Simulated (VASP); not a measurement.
Here is the system:

```xyz
3
Lattice="1.8328 -3.1745 0.0000 1.8328 3.1745 0.0000 0.0000 0.0000 4.6713" Properties=species:S:1:pos:R:3 pbc="T T T"
Pt     0.0000     0.0000     0.0000
Se     1.8328     1.0582     1.2389
Se     1.8328    -1.0582     3.4324
```

Calculation: LDA (Ceperley-Alder, Perdew-Zunger), VASP's LDA PAW potentials (set 64) (plane waves; VASP). Run with 520 eV cut-off, 9×9×7 Γ-centred mesh, first-order Methfessel-Paxton smearing of 0.10 eV, potentials Pt Se.

### Question
The ions and cell shape at fixed volume are relaxed. What does this cell relax into?

### Answer

```xyz
3
Lattice="1.8561 -3.2148 0.0000 1.8561 3.2148 0.0000 0.0000 0.0000 4.5549" Properties=species:S:1:pos:R:3 pbc="T T T"
Pt     0.0000     0.0000     0.0000
Se     1.8561     1.0716     1.2557
Se     1.8561    -1.0716     3.2993
```
Space group P-3m1 (164), at a tolerance of 0.03 Å.

### Question
How much energy does the relaxation gain?

### Answer
The energy (σ→0) changes by -16.9 meV/atom, in 6 ionic steps.

The compound is PtSe2 in the 1T layered structure. This cell is one point of a volume scan, at 0.94 of the reference volume. Symmetry was kept, so distortions that lower it aren't found.
